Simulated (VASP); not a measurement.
Given:

```xyz
3
Lattice="0.0000 2.4946 2.4946 2.4946 0.0000 2.4946 2.4946 2.4946 0.0000" Properties=species:S:1:pos:R:3 pbc="T T T"
Hf     0.0000     0.0000     0.0000
O      1.2473     1.2473     1.2473
O      3.7419     3.7419     3.7419
```

Level of theory: PBEsol GGA, VASP's PBE PAW potentials (set 64) (plane waves; VASP). Run with 620 eV cut-off, 8×8×8 Γ-centred mesh, Gaussian smearing of 0.050 eV, potentials Hf_pv O.

### Question
The ions, cell shape and volume at an external pressure of 10.0 GPa are relaxed. What does this cell relax into?

### Answer

```xyz
3
Lattice="0.0000 2.4810 2.4810 2.4810 0.0000 2.4810 2.4810 2.4810 0.0000" Properties=species:S:1:pos:R:3 pbc="T T T"
Hf     0.0000     0.0000     0.0000
O      1.2405     1.2405     1.2405
O      3.7215     3.7215     3.7215
```
Space group Fm-3m (225), at a tolerance of 0.03 Å.

### Question
How do energy and volume change from the first to the last step?

### Answer
The energy (σ→0) changes by +7.8 meV/atom and the volume by -1.6 %, in 3 ionic steps.

```json
[
 {"step": "1", "E(σ→0) (eV)": "-31.6332", "max force (eV/Å)": "0.000", "pressure (GPa)": "4.98", "volume (Å³)": "31.05"},
 {"step": "2", "E(σ→0) (eV)": "-31.5229", "max force (eV/Å)": "0.000", "pressure (GPa)": "20.30", "volume (Å³)": "29.61"},
 {"step": "3", "E(σ→0) (eV)": "-31.6098", "max force (eV/Å)": "0.000", "pressure (GPa)": "10.01", "volume (Å³)": "30.54"}
]
```

The compound is HfO2 in the fluorite structure, the high-temperature cubic form, which is unstable at 0 K; the monoclinic form is the stable one. This run relaxes it under an external pressure of 10 GPa. Symmetry was kept, so distortions that lower it aren't found.
